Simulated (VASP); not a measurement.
Data:

```yaml
crystal:
  lattice:
    - [3.76471, 0.00000, 0.00000]
    - [0.00000, 3.76471, 0.00000]
    - [0.00000, 0.00000, 3.76471]
  atoms:
    - { symbol: Sr, position: [0.00000, 0.00000, 0.00000] }
    - { symbol: V, position: [0.50000, 0.50000, 0.50000] }
    - { symbol: O, position: [0.50000, 0.00000, 0.50000] }
    - { symbol: O, position: [0.00000, 0.50000, 0.50000] }
    - { symbol: O, position: [0.50000, 0.50000, 0.00000] }
```

These are PBE GGA with D3 dispersion (zero damping), VASP's PBE PAW potentials (set 64) (plane waves; VASP 6.6.1) values and carry that method's errors. Numerical set-up: 520 eV cut-off, 8×8×8 Γ-centred mesh, first-order Methfessel-Paxton smearing of 0.10 eV, potentials Sr_sv V_sv O.

Q: Predict the energy per atom (σ→0), pressure, band gap (on the k-mesh) with the smallest direct gap where there is one.

A: 
```json
{
  "band gap (on the k-mesh)": "none (metal, semimetal or under 0.01 eV)",
  "energy per atom (σ→0)": "-8.008 eV/atom",
  "pressure": "13.39 GPa"
}
```

Only differences to runs with the same potentials and settings are physical.

The compound is SrVO3 in the cubic perovskite structure. This cell is one point of a volume scan, at 0.94 of the reference volume. The run is not spin-polarised, so no magnetic state was tried. The electron count is odd and the run is not spin-polarised, which forces a metal.
